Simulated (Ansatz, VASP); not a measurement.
# Ba3AgClO3 in two plane-wave programs

One calculation is typed for both programs; each brings its own data sets. How far apart do they land? The cell is generated by rule, not measured, and may not be a known phase. The cell is taken from a series of runs on this material, whose earlier steps may have relaxed, scaled, displaced or heated it; both programs get it as it stands.

Main program and level: Ansatz 0.2.0; plane waves, with VASP 6.6.1 beside it; zone-centre phonons at PBEsol.

The structure was built from a prototype and need not be the compound's stable phase.

## (1) Set-up

The structure is tetragonal, space group P4/mmm (No. 123). The conventional cell has a = 3.825 Å, b = 3.825 Å, c = 11.591 Å, α = 90.00°, β = 90.00°, γ = 90.00°. Nearest to Ag lie 4 Cl at 2.70 Å. Nearest to Ba lie 5 O at 2.71 to 2.75 Å and 1 Cl at 3.05 Å. Nearest to Ba lie 6 O at 2.68 to 2.70 Å. Cl has 4 Ag at 2.70 Å and 2 Ba at 3.05 Å nearest. Nearest to O lie 5 Ba at 2.68 to 2.71 Å. Nearest to O lie 6 Ba at 2.70 to 2.75 Å. Farther neighbours and most contacts between anions are not listed.

## (2) VASP: zone-centre phonons, PBEsol

Second derivatives magnify differences that forces hide, and they need a tight electronic threshold.

Lines of VASP's logs that name or quote its potential files are left out, and so is its time.

Contents of INCAR:

```
SYSTEM = Ba3AgClO3
PREC = Accurate
ENCUT = 600
EDIFF = 1E-08
NELM = 120
ISMEAR = 0
SIGMA = 0.01
LREAL = .FALSE.
ALGO = Normal
GGA = PS
NBANDS = 41
LASPH = .TRUE.
LORBIT = 11
LWAVE = .FALSE.
LCHARG = .FALSE.
ISIF = 2
IBRION = 8
LEPSILON = .TRUE.
GGA_COMPAT = .FALSE.
EFERMI = MIDGAP
KPAR = 2
```

Contents of POSCAR:

```
Ba3AgClO3
1.0
    2.7043451337      2.7043451337      0.0000000000
   -2.7043451337      2.7043451337      0.0000000000
    0.0000000000      0.0000000000     11.5908423673
Ag Ba Cl O
1 3 1 3
Direct
    0.5000000000      0.5000000000      0.7500000000
    0.0000000000      0.0000000000      0.0128676196
    0.5000000000      0.5000000000      0.2500000000
    0.0000000000      0.0000000000      0.4871323804
    0.0000000000      0.0000000000      0.7500000000
    0.5000000000      0.5000000000      0.0185391162
    0.0000000000      0.0000000000      0.2500000000
    0.5000000000      0.5000000000      0.4814608838
```

Contents of KPOINTS:

```
Automatic mesh
0
Gamma
8 8 4
0 0 0
```

Potentials, in the order of the species: Ag, Ba_sv, Cl and O (PBE family, release 64).

On the command line:

```
$ mpirun -np 2 vasp_std
```

Numbers of over 12 decimals in the logs are rounded to 6 here.

The log of the run:

```text
[banner, memory and clock lines left out]
running    2 mpi-ranks, on    1 nodes
 distrk:  each k-point on    1 cores,    2 groups
 distr:  one band on    1 cores,    1 groups

 POSCAR found type information on POSCAR AgBaClO
 POSCAR found :  4 types and       8 ions
|                                                                             |
|               ----> ADVICE to this user running VASP <----                  |
|                                                                             |
|     You enforced a specific xc type in the INCAR file but a different       |
|     [... a line on the potential file left out ...]
|     I HOPE YOU KNOW WHAT YOU ARE DOING!                                     |
|                                                                             |

 LDA part: xc-table for (Slater+PW92), standard interpolation
 POSCAR, INCAR and KPOINTS ok, starting setup
 FFT: planning ... GRIDC
 FFT: planning ... GRID_SOFT
 FFT: planning ... GRID
 WAVECAR not read
 entering main loop
       N       E                     dE             d eps       ncg     rms          rms(c)
DAV:   1     0.518884078087E+03    0.51888E+03   -0.35054E+04  3690   0.167E+03
DAV:   2    -0.112390845407E+02   -0.53012E+03   -0.50828E+03  4965   0.325E+02
DAV:   3    -0.520703812311E+02   -0.40831E+02   -0.40403E+02  4567   0.953E+01
DAV:   4    -0.533947802483E+02   -0.13244E+01   -0.13207E+01  5460   0.146E+01
DAV:   5    -0.534197052718E+02   -0.24925E-01   -0.24903E-01  4777   0.199E+00    0.188E+01
DAV:   6    -0.440574048796E+02    0.93623E+01   -0.59753E+01  4337   0.350E+01    0.147E+01
DAV:   7    -0.432780238130E+02    0.77938E+00   -0.78288E+00  4441   0.142E+01    0.597E+00
DAV:   8    -0.429595720236E+02    0.31845E+00   -0.12307E+00  4511   0.633E+00    0.240E+00
DAV:   9    -0.429146360676E+02    0.44936E-01   -0.14757E-01  4824   0.217E+00    0.123E+00
DAV:  10    -0.429053637205E+02    0.92723E-02   -0.39084E-02  4487   0.124E+00    0.506E-01
DAV:  11    -0.429053605369E+02    0.31836E-05   -0.88946E-03  5259   0.490E-01    0.177E-01
DAV:  12    -0.429054182630E+02   -0.57726E-04   -0.13894E-03  5113   0.194E-01    0.818E-02
DAV:  13    -0.429054310551E+02   -0.12792E-04   -0.26669E-04  4834   0.967E-02    0.243E-02
DAV:  14    -0.429054286223E+02    0.24328E-05   -0.75399E-05  4716   0.457E-02    0.173E-02
DAV:  15    -0.429054284950E+02    0.12726E-06   -0.12509E-05  4473   0.196E-02    0.723E-03
DAV:  16    -0.429054282694E+02    0.22559E-06   -0.19682E-06  5033   0.610E-03    0.270E-03
DAV:  17    -0.429054281647E+02    0.10466E-06   -0.26172E-07  4553   0.261E-03    0.712E-04
DAV:  18    -0.429054281781E+02   -0.13323E-07   -0.68066E-08  5059   0.118E-03    0.337E-04
DAV:  19    -0.429054281974E+02   -0.19349E-07   -0.68975E-09  2730   0.422E-04    0.152E-04
DAV:  20    -0.429054282046E+02   -0.71504E-08   -0.18925E-09  2397   0.224E-04
   1 F= -.42905428E+02 E0= -.42905428E+02  d E =-.111175-172
 Linear response reoptimize wavefunctions to high precision
DAV:   1    -0.429054282060E+02   -0.14152E-08   -0.37325E-10  2312   0.859E-05
DAV:   2    -0.429054282060E+02    0.10004E-10   -0.98657E-11  2204   0.399E-05
 Linear response G [H, r] |phi>, progress :
  Direction:   1
       N       E                     dE             d eps       ncg     rms
RMM:   1    -0.271008407290E+03   -0.27101E+03    0.74186E+02  7735   0.113E+02
RMM:   2    -0.265367606796E+03    0.56408E+01   -0.77530E+01  6565   0.235E+01
RMM:   3    -0.266894624856E+03   -0.15270E+01   -0.65161E+00  7376   0.538E+00
RMM:   4    -0.267068195554E+03   -0.17357E+00   -0.41643E-01  7915   0.132E+00
RMM:   5    -0.267082737377E+03   -0.14542E-01   -0.62686E-02  8137   0.405E-01
RMM:   6    -0.267084645683E+03   -0.19083E-02   -0.11087E-01  8496   0.129E-01
RMM:   7    -0.267085784012E+03   -0.11383E-02   -0.20087E-02  8664   0.453E-02
RMM:   8    -0.267085724649E+03    0.59363E-04   -0.11071E-02  8709   0.189E-02
RMM:   9    -0.267085234697E+03    0.48995E-03   -0.67361E-03  8569   0.114E-02
RMM:  10    -0.267086305309E+03   -0.10706E-02   -0.17327E-02  8355   0.907E-03
RMM:  11    -0.267086254107E+03    0.51202E-04   -0.16683E-02  8159   0.841E-03
RMM:  12    -0.267085822841E+03    0.43127E-03   -0.12582E-02  7768   0.820E-03
RMM:  13    -0.267085651652E+03    0.17119E-03   -0.10699E-02  7458   0.812E-03
RMM:  14    -0.267085653282E+03   -0.16298E-05   -0.10901E-02  7316   0.808E-03
 Linear response G [H, r] |phi>, progress :
  Direction:   2
       N       E                     dE             d eps       ncg     rms
RMM:   1    -0.227330068274E+03   -0.22733E+03    0.10857E+03  7676   0.113E+02
RMM:   2    -0.230562585006E+03   -0.32325E+01   -0.55251E+01  6638   0.219E+01
RMM:   3    -0.231641660931E+03   -0.10791E+01   -0.52221E+00  7494   0.535E+00
RMM:   4    -0.231779719316E+03   -0.13806E+00   -0.30676E-01  8039   0.130E+00
[...]
RMM:  10    -0.191198718651E+00   -0.19639E-06    0.12093E-06 11037   0.114E-04    0.165E-05
RMM:  11    -0.191198504225E+00    0.21443E-06    0.79086E-07 11173   0.924E-05    0.528E-06
RMM:  12    -0.191198489708E+00    0.14516E-07   -0.62699E-07 11210   0.847E-05    0.276E-06
RMM:  13    -0.191198485741E+00    0.39674E-08    0.35859E-08 10358   0.826E-05    0.236E-06
 first order change of Fermi-energy  -0.11496E-03
[...]
RMM:   9    -0.366596268059E+00    0.12882E-05   -0.44878E-07 14396   0.312E-04    0.145E-04
RMM:  10    -0.366596098930E+00    0.16913E-06   -0.20783E-07 12795   0.216E-04    0.300E-05
RMM:  11    -0.366596066002E+00    0.32928E-07   -0.68013E-08 14290   0.114E-04    0.154E-05
RMM:  12    -0.366596124652E+00   -0.58650E-07   -0.42477E-08 14427   0.943E-05    0.633E-06
RMM:  13    -0.366596156098E+00   -0.31447E-07   -0.31385E-08 14592   0.875E-05    0.165E-06
RMM:  14    -0.366596153343E+00    0.27555E-08   -0.21989E-08 13925   0.852E-05    0.910E-07
 first order change of Fermi-energy   0.25528E-03
 force on displaced ion       6 direction 1 :  -1.825   0.000   0.002
 Born effective charge ion    6 direction 1 :  -2.812   0.000   0.000
 Linear response progress:
  Degree of freedom:  10/ 12
       N       E                     dE             d eps       ncg     rms          rms(c)
RMM:   1    -0.380312655354E+00   -0.38031E+00    0.25237E-01  6888   0.203E+00
RMM:   2    -0.374912206819E+00    0.54004E-02   -0.10898E-02  5885   0.260E-01    0.143E-01
RMM:   3    -0.375599600956E+00   -0.68739E-03   -0.20654E-03  6348   0.112E-01    0.723E-02
RMM:   4    -0.376341624561E+00   -0.74202E-03   -0.86337E-04  6533   0.839E-02    0.338E-02
RMM:   5    -0.376448527882E+00   -0.10690E-03   -0.13121E-04  7146   0.298E-02    0.190E-02
RMM:   6    -0.376374849096E+00    0.73679E-04   -0.27594E-05  6863   0.154E-02    0.710E-03
RMM:   7    -0.376356567009E+00    0.18282E-04   -0.76066E-06  7462   0.616E-03    0.278E-03
RMM:   8    -0.376343615738E+00    0.12951E-04   -0.17235E-06  7388   0.292E-03    0.152E-03
RMM:   9    -0.376336313422E+00    0.73023E-05   -0.24547E-06  7534   0.149E-03    0.518E-04
RMM:  10    -0.376338067675E+00   -0.17543E-05   -0.12419E-06  7879   0.637E-04    0.200E-04
RMM:  11    -0.376338367651E+00   -0.29998E-06   -0.56303E-07  7911   0.310E-04    0.797E-05
RMM:  12    -0.376338397712E+00   -0.30061E-07   -0.33519E-07  8085   0.166E-04    0.426E-05
RMM:  13    -0.376338418848E+00   -0.21136E-07   -0.32084E-07  7913   0.127E-04    0.137E-05
RMM:  14    -0.376338383644E+00    0.35204E-07   -0.29973E-07  8247   0.104E-04    0.601E-06
RMM:  15    -0.376338404821E+00   -0.21177E-07   -0.23583E-07  8299   0.956E-05    0.295E-06
RMM:  16    -0.376338396887E+00    0.79342E-08   -0.25786E-07  8187   0.922E-05    0.969E-07
RMM:  17    -0.376338398602E+00   -0.17147E-08   -0.26609E-07  7582   0.911E-05    0.231E-07
RMM:  18    -0.376338398950E+00   -0.34849E-09   -0.27733E-07  6643   0.907E-05    0.191E-07
RMM:  19    -0.376338398709E+00    0.24102E-09   -0.26139E-07  6402   0.907E-05    0.461E-08
 first order change of Fermi-energy  -0.76204E+00
 force on displaced ion       6 direction 3 :  -0.000   0.000  -2.809
 Born effective charge ion    6 direction 3 :   0.000   0.000  -2.658
 Linear response progress:
  Degree of freedom:  11/ 12
       N       E                     dE             d eps       ncg     rms          rms(c)
RMM:   1    -0.367291977828E+00   -0.36729E+00    0.26907E-01  9553   0.174E+00
RMM:   2    -0.363424234316E+00    0.38677E-02   -0.16410E-02  8403   0.213E-01    0.986E-02
RMM:   3    -0.364758562721E+00   -0.13343E-02   -0.27690E-03  8554   0.863E-02    0.600E-02
RMM:   4    -0.366153449474E+00   -0.13949E-02   -0.68932E-04  8396   0.692E-02    0.175E-02
RMM:   5    -0.366136395751E+00    0.17054E-04   -0.65086E-05  9939   0.146E-02    0.705E-03
RMM:   6    -0.366173029004E+00   -0.36633E-04   -0.36099E-06  9480   0.606E-03    0.163E-03
RMM:   7    -0.366172819835E+00    0.20917E-06   -0.13157E-06 10637   0.207E-03    0.500E-04
RMM:   8    -0.366167436755E+00    0.53831E-05    0.69136E-07 10998   0.625E-04    0.194E-04
RMM:   9    -0.366166851750E+00    0.58501E-06   -0.41487E-07 11325   0.231E-04    0.118E-04
RMM:  10    -0.366166425994E+00    0.42576E-06   -0.90461E-08 10188   0.158E-04    0.325E-05
RMM:  11    -0.366166641629E+00   -0.21564E-06   -0.47154E-08 11446   0.863E-05    0.143E-05
RMM:  12    -0.366166723148E+00   -0.81519E-07   -0.53635E-08 11222   0.711E-05    0.574E-06
RMM:  13    -0.366166755699E+00   -0.32551E-07   -0.47376E-08 10362   0.680E-05    0.159E-06
RMM:  14    -0.366166749118E+00    0.65809E-08   -0.51798E-08  9780   0.653E-05    0.866E-07
 first order change of Fermi-energy   0.25702E-03
 force on displaced ion       7 direction 1 :  -2.005   0.000  -0.000
 Born effective charge ion    7 direction 1 :  -2.777   0.000   0.000
 Linear response progress:
  Degree of freedom:  12/ 12
       N       E                     dE             d eps       ncg     rms          rms(c)
RMM:   1    -0.380281034441E+00   -0.38028E+00    0.27514E-01  7038   0.174E+00
RMM:   2    -0.376687412914E+00    0.35936E-02   -0.12920E-02  6037   0.206E-01    0.131E-01
RMM:   3    -0.377495962748E+00   -0.80855E-03   -0.24763E-03  6360   0.102E-01    0.693E-02
RMM:   4    -0.378559460356E+00   -0.10635E-02   -0.12579E-03  6556   0.938E-02    0.194E-02
RMM:   5    -0.378404313975E+00    0.15515E-03   -0.93563E-05  6812   0.247E-02    0.878E-03
RMM:   6    -0.378387940175E+00    0.16374E-04   -0.11630E-05  7147   0.106E-02    0.516E-03
RMM:   7    -0.378373891781E+00    0.14048E-04   -0.17611E-06  7068   0.563E-03    0.254E-03
RMM:   8    -0.378350781274E+00    0.23111E-04    0.17557E-06  6953   0.254E-03    0.798E-04
RMM:   9    -0.378352248529E+00   -0.14673E-05    0.17093E-06  7403   0.982E-04    0.368E-04
RMM:  10    -0.378353477354E+00   -0.12288E-05    0.18840E-06  7355   0.478E-04    0.828E-05
RMM:  11    -0.378353758109E+00   -0.28076E-06    0.15524E-06  8109   0.205E-04    0.258E-05
RMM:  12    -0.378353832530E+00   -0.74420E-07    0.71958E-07  8005   0.126E-04    0.119E-05
RMM:  13    -0.378353857455E+00   -0.24925E-07    0.59701E-07  8156   0.102E-04    0.520E-06
RMM:  14    -0.378353878963E+00   -0.21508E-07    0.36800E-07  8064   0.936E-05    0.212E-06
RMM:  15    -0.378353895043E+00   -0.16080E-07    0.38073E-07  7890   0.910E-05    0.800E-07
RMM:  16    -0.378353907490E+00   -0.12446E-07    0.19609E-07  7216   0.897E-05    0.294E-07
RMM:  17    -0.378353913176E+00   -0.56863E-08    0.16853E-07  6476   0.894E-05    0.110E-07
RMM:  18    -0.378353917950E+00   -0.47738E-08    0.15636E-07  6024   0.893E-05    0.610E-08
 first order change of Fermi-energy   0.15417E-04
 force on displaced ion       7 direction 3 :   0.000   0.000  -3.383
 Born effective charge ion    7 direction 3 :   0.000   0.000  -2.757
 Born effective charges drift removed
 Linear response finished
```

[end of part 1 of 3]

[Lines on the potential files, build, host, timing and source positions are cut from VASP's logs without a mark.]

[Logs are printed without paths, hosts, clocks, repeated set-up lines and the standing remarks that a program may print on its own settings, such as how far it seeks lower states.]

[Hosts, paths, dates, database ids (printed as entryN), source tags and the programs' standing remarks are cut or masked in the printed files.]
